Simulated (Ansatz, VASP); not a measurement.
**Cu3Te in VASP and in Ansatz**

```
Cu Te
1.0
     3.94666    0.00000    0.00000
     0.00000    3.94666    0.00000
     0.00000    0.00000    3.94666
Cu Te
3 1
Cartesian
  0.0000 1.9733 1.9733
  1.9733 0.0000 1.9733
  1.9733 1.9733 0.0000
  0.0000 0.0000 0.0000
```

The cell comes from a database or a generator and needn't be the stable form of this composition.

Alike in both runs: task single point; functional PBE; k mesh 10 × 10 × 10; occupations gaussian, width 0.1 eV; no spin polarisation.

|  | VASP | Ansatz |
| --- | --- | --- |
| version | VASP 6.6.1 | Ansatz 0.2.0 |
| potentials or method | VASP PAW PBE potentials, release 64 (Cu, Te) | scalar-relativistic, plane waves, PAW |
| plane-wave cutoff (eV) | 520 | 420 |
| valence electrons in the cell | 39 | 73 |

VASP gave:

- gap on the k mesh at the Fermi level (eV): none
- pressure (GPa): 1.5

Question: Estimate Ansatz's values.

Answer: gap on the k mesh at the Fermi level (eV): none; pressure (GPa): 0.7.

A gap of «none» marks a metal or a gap that the smearing closes. The two sets of potentials don't hold the same shells in valence.

Spin-orbit coupling is left out, which matters for the levels of Te.
